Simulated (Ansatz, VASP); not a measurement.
## Cross-check of Ru (twin(10-12) boundary in hcp Ru, shift (0.5, 0)) between VASP and Ansatz

Wanted: the spread between two codes on one cell, functional and k mesh. Of the first pair: The structure shown is the start of the Ansatz relaxation below; VASP solves that cell, so the two are compared at the walk's first step.

Calculated with Ansatz 0.2.0; plane waves, with VASP 6.6.1 beside it; single point at PBE.

## Step 1: Set-up

The cell holds 26 atoms: 26 Ru. Cell: a = 6.348 Å, b = 2.706 Å, c = 30.944 Å, α = 90.0°, β = 90.0°, γ = 90.0°. It derives from Ru. As first built, before any earlier steps moved the atoms (in the runner's words): plane [1, 0, 2]; removed 0; opened 0.45. Vacuum lies along c.

## Step 2: Ansatz: relaxation, PBE

Ansatz runs on its PAW soft_1 files.

The two programs are compared at the cell with which this relaxation starts, whose forces are those of its first step.

Contents of input.yaml:

```yaml
crystal:
  lattice:
    - [6.3481279548, 0.0, 0.0]
    - [0.0, 2.7058, 0.0]
    - [0.0, 0.0, 30.9438509922]
  atoms:
    - { symbol: Ru, position: [0.112577786, 0.4166666667, 0.1615829911] }
    - { symbol: Ru, position: [0.4309007479, 0.9166666666, 0.1956356911] }
    - { symbol: Ru, position: [0.8400622288, 0.9166666667, 0.2126620411] }
    - { symbol: Ru, position: [0.1583851907, 0.4166666666, 0.2467147412] }
    - { symbol: Ru, position: [0.5675466716, 0.4166666667, 0.2637410912] }
    - { symbol: Ru, position: [0.8858696335, 0.9166666666, 0.2977937912] }
    - { symbol: Ru, position: [0.2950311144, 0.9166666667, 0.3148201412] }
    - { symbol: Ru, position: [0.6133540763, 0.4166666666, 0.3488728412] }
    - { symbol: Ru, position: [0.0225155572, 0.4166666667, 0.3658991912] }
    - { symbol: Ru, position: [0.3408385191, 0.9166666666, 0.3999518912] }
    - { symbol: Ru, position: [0.75, 0.9166666667, 0.4169782413] }
    - { symbol: Ru, position: [0.0683229619, 0.4166666666, 0.4510309413] }
    - { symbol: Ru, position: [0.5683229619, 0.4166666666, 0.4655734105] }
    - { symbol: Ru, position: [0.25, 0.9166666667, 0.4996261105] }
    - { symbol: Ru, position: [0.8408385191, 0.9166666666, 0.5166524605] }
    - { symbol: Ru, position: [0.5225155572, 0.4166666667, 0.5507051605] }
    - { symbol: Ru, position: [0.1133540763, 0.4166666666, 0.5677315105] }
    - { symbol: Ru, position: [0.7950311144, 0.9166666667, 0.6017842105] }
    - { symbol: Ru, position: [0.3858696335, 0.9166666666, 0.6188105606] }
    - { symbol: Ru, position: [0.0675466716, 0.4166666667, 0.6528632606] }
    - { symbol: Ru, position: [0.6583851907, 0.4166666666, 0.6698896106] }
    - { symbol: Ru, position: [0.3400622288, 0.9166666667, 0.7039423106] }
    - { symbol: Ru, position: [0.9309007479, 0.9166666666, 0.7209686606] }
    - { symbol: Ru, position: [0.612577786, 0.4166666667, 0.7550213606] }
    - { symbol: Ru, position: [0.2034163051, 0.4166666666, 0.7720477106] }
    - { symbol: Ru, position: [0.8850933432, 0.9166666667, 0.8061004107] }
kpoints:
  mp_grid: { grid: [4, 9, 1] }
hamiltonian:
  xc: pbe
  pseudopotentials: { kind: paw, azcp: { folder: soft_1 } }
scf:
  occupations: { method: fermi_dirac, width: 0.1 }
relax:
  f_tol: 0.03
  max_steps: 80
  constraints: [{ sites: [0, 1, 2, 3] }]
```

Run with:

```bash
> ansatz run input.yaml --threads 4 --pin off --max-ram 15360MiB --backend cpu --events-out ev --progress --plain --runs-dir out
```

Numbers of over 12 decimals in the logs are rounded to 6 here.

Output:

```text
Engine: ansatz 0.2.0, aarch64-unknown-linux-gnu
Pseudopotentials: kind: paw
Pseudopotential: Ru, paw, valence charge 16, recommended cutoff 420 eV (normal), soft_1/Ru.paw.azcp
Functional definition: PBE
  parameter kappa = 0.804
  parameter beta = 0.066725
  exchange = pbe_x(kappa = kappa, mu = beta*pi^2/3)
  correlation = pbe_c(beta = beta)
Crystal: 26 atoms, lattice volume = 531.515 Å³
Basis set: ecut = 420 eV, 10463 PW (Γ), exchange–correlation on 90×40×432 points (8 copies of the dense FFT grid, shifted against one another)
Bands: 250, of which v1, the nominal top of the filled ones, is band 208 counted from 1 (207 counted from 0)
Symmetry: 2 space group operations
Space group: Pm (ITA 6), of the structure as read, at distance tolerance 8.1e-5 Å
k-points: 15 of 36 (time reversal used)
Non-local potential: Ru, projectors of the file, l = 0: 3, l = 1: 2, l = 2: 2, l = 3: 1
PAW form: soft (Blöchl's): semilocal exchange-correlation on the pseudo side does not see the compensation charge
PAW one-centre angular grid: Ru, 590 points (default); XC on 64 Gauss nodes
Initial density: superposition of atomic densities (neutral atoms: chi_scale 0, normalization atom)
Initial wavefunctions: pseudopotential atomic-orbital guess
Functional: x = pbe(κ = 0.804, μ = 0.219515), c = pbe(β = 0.066725)
SCF iter   1: F=—  HF=-152854.484434 eV  |F-HF|=—  |Δ(HF+E_count)|=         —  Δρ=9.65e-2  dr2=1.51e2  ethr=3.10e-3  ⟨swp⟩=7.3  Hψ=14615  notcnv=0  defer=5
preconditioner: auto → LDOS  [metal: Δε(μ)=0.005 eV  Ē_g=5.085 eV  σ=0.100 eV  W_gap=0.01  n_scr=154 (ndim 8)  ℏωp=23.2 eV  f_vac=0.297  D(μ)=23.89/eV (n_scr^D=210)  β→1.0]
SCF iter   2: F=—  HF=-152856.508928 eV  |F-HF|=—  |Δ(HF+E_count)|=    2.02e0  Δρ=1.02e-1  dr2=8.95e1  ethr=3.10e-3  ⟨swp⟩=4.0  Hψ=10399  notcnv=0  defer=23
SCF iter   3: F=—  HF=-152838.154535 eV  |F-HF|=—  |Δ(HF+E_count)|=    1.84e1  Δρ=7.19e-3  dr2=5.73e-1  ethr=3.10e-3  ⟨swp⟩=3.0  Hψ=9435  notcnv=0  defer=30
SCF iter   4: F=—  HF=-152838.079290 eV  |F-HF|=—  |Δ(HF+E_count)|=   7.52e-2  Δρ=3.57e-3  dr2=1.74e-1  ethr=1.38e-4  ⟨swp⟩=3.1  Hψ=7748  notcnv=0  defer=30
SCF iter   5: F=—  HF=-152838.047014 eV  |F-HF|=—  |Δ(HF+E_count)|=   3.23e-2  Δρ=1.02e-3  dr2=1.55e-2  ethr=4.18e-5  ⟨swp⟩=2.0  Hψ=5305  notcnv=0  defer=30
SCF iter   6: F=—  HF=-152838.049001 eV  |F-HF|=—  |Δ(HF+E_count)|=   1.99e-3  Δρ=4.32e-4  dr2=1.56e-3  ethr=3.72e-6  ⟨swp⟩=2.0  Hψ=5372  notcnv=0  defer=30
SCF iter   7: F=—  HF=-152838.049258 eV  |F-HF|=—  |Δ(HF+E_count)|=   2.57e-4  Δρ=1.31e-4  dr2=7.15e-4  ethr=3.75e-7  ⟨swp⟩=2.1  Hψ=5885  notcnv=0  defer=30
SCF iter   8: F=—  HF=-152838.049271 eV  |F-HF|=—  |Δ(HF+E_count)|=   1.31e-5  Δρ=6.57e-5  dr2=6.76e-5  ethr=1.72e-7  ⟨swp⟩=2.0  Hψ=5256  notcnv=0  defer=30
SCF iter   9: F=-152838.049267 eV  HF=-152838.049277 eV  |F-HF|=1.04e-5  |Δ(HF+E_count)|=   6.33e-6  Δρ=2.97e-5  dr2=1.41e-5  ethr=5.41e-9  ⟨swp⟩=5.0  Hψ=13235  notcnv=0
SCF 1 converged in 9 iterations: F = -152838.049267 eV  dr2 = 1.41e-5
  greatest PAW one-centre occupation: 1.000 electrons in one spin orbital (limit 2), on the Ru atom at site 13 (counted from 0), in its partial waves of l = 0
relax step   1: F+E_penalty+E_count = -152838.04926698 eV  Δ(F+E_penalty+E_count) = +0.000e0 eV  max|allowed force component| = 3.872e0 eV/Å  Δτ_max = 0.0000 Å  (9 SCF iters, dr2 threshold 2.25e-5 eV, accepted)
[...]
relax step   6: F+E_penalty+E_count = -152839.71615875 eV  Δ(F+E_penalty+E_count) = -3.578e-2 eV  max|allowed force component| = 6.747e-2 eV/Å  Δτ_max = 0.1000 Å  (9 SCF iters, accepted)
[...]
relax step   7: F+E_penalty+E_count = -152839.72150491 eV  Δ(F+E_penalty+E_count) = -5.346e-3 eV  max|allowed force component| = 1.416e-2 eV/Å  Δτ_max = 0.0539 Å  (9 SCF iters, accepted)
[...]
relax step   8: F+E_penalty+E_count = -152839.72275751 eV  Δ(F+E_penalty+E_count) = -1.253e-3 eV  max|allowed force component| = 9.701e-3 eV/Å  Δτ_max = 0.0464 Å  (8 SCF iters, accepted)
SCF converged after 8 iterations
Free energy (F): -152839.722758 eV
Harris-Foulkes:  -152839.722758 eV  (|F-HF|=3.11e-8)
Internal energy: -152838.878940 eV  (E = F + TS)
E sigma→0 (E₀):  -152839.300849 eV
Entropy (-TS):   -0.843817 eV (-32.455 meV/atom)
Fermi energy:    13.998192 eV
--- Per-component energies (eV) ---
  E_band       = -5308.117776
  E_kinetic    = 11944.638083
  E_local      = -535402.218436  (includes V_loc(G=0)·N_el)
  E_nonlocal   = 10740.867431
  E_hartree    = 260211.808003
  E_xc         = -4408.091201
  E_vxc        = -5573.110546  (∫ρ·V_xc dr)
  E_paw        = -91042.541451  (= ΣΔE_a)
  E_vpaw       = -7441.965123  (= ΣTr[D̂ρ^β])
  E_aug_tail   = 0.016529  (compensation charges beyond the density's cutoff)
  E_ewald      = 195116.642101
  E_smearing   = -0.843817  (= −TS)
  E_closure    = 0.000000  (closes the sum)
  Σ components = -152839.722758   (vs F -152839.722758, Δ=0.00e0)
--- Forces (eV/Å), atoms counted from 1 ---
  atom   1  Ru     0.06582490     0.00000000     1.42173569
  atom   2  Ru    -0.55686288     0.00000000    -0.08968998
  atom   3  Ru     0.45677623     0.00000000    -0.40144065
  atom   4  Ru     0.03514360     0.00000000    -0.94397912
  atom   5  Ru     0.00004412     0.00000000    -0.00497741
  atom   6  Ru    -0.00593477     0.00000000    -0.00530745
  atom   7  Ru     0.00170652     0.00000000     0.00804435
  atom   8  Ru    -0.00957129     0.00000000     0.00970148
  atom   9  Ru     0.00166872     0.00000000     0.00619043
  atom  10  Ru     0.00554098     0.00000000    -0.00375477
  atom  11  Ru    -0.00003049     0.00000000     0.00579927
  atom  12  Ru     0.00917232     0.00000000    -0.00056738
  atom  13  Ru     0.00009669     0.00000000     0.00496183
  atom  14  Ru     0.00212741     0.00000000     0.00738168
  atom  15  Ru     0.00108907     0.00000000    -0.00155618
  atom  16  Ru    -0.00055258     0.00000000     0.00231923
  atom  17  Ru    -0.00190377     0.00000000    -0.00398171
  atom  18  Ru     0.00140387     0.00000000    -0.00066020
  atom  19  Ru    -0.00715231     0.00000000    -0.00500671
  atom  20  Ru     0.00258985     0.00000000     0.00024770
  atom  21  Ru    -0.00262104     0.00000000    -0.00357197
  atom  22  Ru    -0.00063673     0.00000000    -0.00467131
  atom  23  Ru     0.00073299     0.00000000    -0.00903986
  atom  24  Ru    -0.00332947     0.00000000    -0.00193798
  atom  25  Ru     0.00668059     0.00000000     0.00918446
  atom  26  Ru    -0.00201306     0.00000000     0.00454605
  max |Σ_I F_I| component: 3.05e-5 eV/Å
--- Relaxed structure (8 steps of the walk, 7 accepted, 0 SCFs on fresh bases) ---
  F+E_penalty+E_count = -152839.72275751 eV   max|allowed force component| = 9.701e-3 eV/Å
  atoms:
    - { symbol: Ru, position: [0.112577786, 0.416667, 0.161583] }
    - { symbol: Ru, position: [0.4309007479, 0.916667, 0.1956356911] }
    - { symbol: Ru, position: [0.840062, 0.916667, 0.212662] }
    - { symbol: Ru, position: [0.158385, 0.416667, 0.246715] }
    - { symbol: Ru, position: [0.567490, 0.416667, 0.262611] }
    - { symbol: Ru, position: [0.878698, 0.916667, 0.297973] }
    - { symbol: Ru, position: [0.287972, 0.916667, 0.315503] }
    - { symbol: Ru, position: [0.604687, 0.416667, 0.347322] }
    - { symbol: Ru, position: [0.034918, 0.416667, 0.368049] }
    - { symbol: Ru, position: [0.333970, 0.916667, 0.411236] }
    - { symbol: Ru, position: [0.742706, 0.916667, 0.411081] }
    - { symbol: Ru, position: [0.034817, 0.416667, 0.453672] }
    - { symbol: Ru, position: [0.603618, 0.416667, 0.474818] }
    - { symbol: Ru, position: [0.287855, 0.916667, 0.506548] }
    - { symbol: Ru, position: [0.879408, 0.916667, 0.523952] }
    - { symbol: Ru, position: [0.565625, 0.416667, 0.559013] }
    - { symbol: Ru, position: [0.156551, 0.416667, 0.575152] }
    - { symbol: Ru, position: [0.838323, 0.916667, 0.610097] }
    - { symbol: Ru, position: [0.429399, 0.916667, 0.626920] }
    - { symbol: Ru, position: [0.111692, 0.416667, 0.661262] }
    - { symbol: Ru, position: [0.701200, 0.416667, 0.678616] }
    - { symbol: Ru, position: [0.385150, 0.916667, 0.712769] }
    - { symbol: Ru, position: [0.975694, 0.916667, 0.730714] }
    - { symbol: Ru, position: [0.661159, 0.416667, 0.764408] }
    - { symbol: Ru, position: [0.244636, 0.416667, 0.779992] }
    - { symbol: Ru, position: [0.929264, 0.916667, 0.811189] }
```

The column dr2 measures how far the density is from self-consistency, as an energy; F and HF (Harris–Foulkes) agree once it is small.

(Part 1 of 3 ends here.)

[Lines on the potential files, build, host, timing and source positions are cut from VASP's logs without a mark.]

[Logs are printed without paths, hosts, clocks, repeated set-up lines and the standing remarks that a program may print on its own settings, such as how far it seeks lower states.]

[Hosts, paths, dates, database ids (printed as entryN), source tags and the programs' standing remarks are cut or masked in the printed files.]
